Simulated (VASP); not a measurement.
All values below come from LDA (Ceperley-Alder, Perdew-Zunger), VASP's LDA PAW potentials (set 64) (plane waves; VASP).

VASP ran on this input.

**POSCAR**
```
Zn
1.0
  1.2772457842  -2.2122549830   0.0000000000
  1.2772457842   2.2122549830   0.0000000000
  0.0000000000   0.0000000000   4.4947752915
Zn
2
direct
  0.3333330000   0.6666670000   0.2500000000
  0.6666670000   0.3333330000   0.7500000000
```

### INCAR
```
SYSTEM = Zn
PREC = Accurate
ENCUT = 520
EDIFF = 1E-7
NELM = 100
ALGO = Normal
LREAL = .FALSE.
LASPH = .TRUE.
ISMEAR = 1
SIGMA = 0.1
LMAXMIX = 4
LWAVE = .FALSE.
LCHARG = .FALSE.
ISIF = 4
IBRION = 2
NSW = 30
EDIFFG = -0.01
```

### KPOINTS
```
Automatic mesh
0
Gamma
16 16 8
0 0 0
```

POTCAR, in this order: Zn (LDA.64 set). Program: vasp_std.

**Question.** What will the output report for the number of irreducible k-points (NKPTS), largest plane-wave count, number of space-group operations, FFT grid (NGX, NGY, NGZ)?

**Answer.** 
```
Quantity                                       Value
--------------------------------------  ------------
number of irreducible k-points (NKPTS)           150
largest plane-wave count                         701
number of space-group operations                  24
FFT grid (NGX, NGY, NGZ)                20 × 20 × 36
```

The compound is Zn in the hcp structure. This cell is one point of a volume scan, at 0.94 of the reference volume. Symmetry was kept, so distortions that lower it aren't found.
